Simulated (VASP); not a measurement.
Consider the following.

```yaml
crystal:
  lattice:
    - [4.23893, 0.00000, 0.00000]
    - [0.00000, 4.23893, 0.00000]
    - [0.00000, 0.00000, 4.23893]
  atoms:
    - { symbol: Cu, position: [0.75000, 0.25000, 0.75000] }
    - { symbol: Cu, position: [0.25000, 0.75000, 0.75000] }
    - { symbol: Cu, position: [0.75000, 0.75000, 0.25000] }
    - { symbol: Cu, position: [0.25000, 0.25000, 0.25000] }
    - { symbol: O, position: [0.00000, 0.00000, 0.00000] }
    - { symbol: O, position: [0.50000, 0.50000, 0.50000] }
```

Computed with AM05 GGA, VASP's PBE PAW potentials (set 64) (plane waves; VASP). Run with 520 eV cut-off, 6×6×6 Γ-centred mesh, tetrahedra with Blöchl corrections, potentials Cu O.

The cores are frozen, which limits the accuracy of field gradients.

Task: Give the principal components of the electric field gradient (V/Å²) and the asymmetry η at each nucleus.

Result: 
| atom | Vxx | Vyy | Vzz | η |
|---|---|---|---|---|
| Cu1 | 36.8 | 36.8 | -73.6 | 0.00 |
| Cu2 | 36.8 | 36.8 | -73.6 | 0.00 |
| Cu3 | 36.8 | 36.8 | -73.6 | 0.00 |
| Cu4 | 36.8 | 36.8 | -73.6 | 0.00 |
| O5 | 0.0 | 0.0 | 0.0 | - |
| O6 | 0.0 | 0.0 | 0.0 | - |

The compound is Cu2O in the cuprite structure. It was relaxed first.
